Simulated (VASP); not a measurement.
Here is the system:

```xyz
2
Lattice="1.3193 -2.2851 0.0000 1.3193 2.2851 0.0000 0.0000 0.0000 4.6314" Properties=species:S:1:pos:R:3 pbc="T T T"
Zn     1.3193     0.7617     1.1579
Zn     1.3193    -0.7617     3.4736
```

Calculation: PBE GGA with D4 dispersion, VASP's PBE PAW potentials (set 64) (plane waves; VASP). Numerical set-up: 520 eV cut-off, 16×16×8 Γ-centred mesh, first-order Methfessel-Paxton smearing of 0.10 eV, potentials Zn.

### Question
The ions and cell shape at fixed volume are relaxed. Give the cell that the relaxation ends in.

### Answer

```xyz
2
Lattice="1.3025 -2.2560 0.0000 1.3025 2.2560 0.0000 0.0000 0.0000 4.7517" Properties=species:S:1:pos:R:3 pbc="T T T"
Zn     1.3025     0.7520     1.1879
Zn     1.3025    -0.7520     3.5638
```
Space group P6_3/mmc (194), at a tolerance of 0.03 Å.

### Question
How much energy does the relaxation gain?

### Answer
The energy (σ→0) changes by -4.2 meV/atom, in 5 ionic steps.

The compound is Zn in the hcp structure. This cell is one point of a volume scan, at 0.97 of the reference volume. Symmetry was kept, so distortions that lower it aren't found.
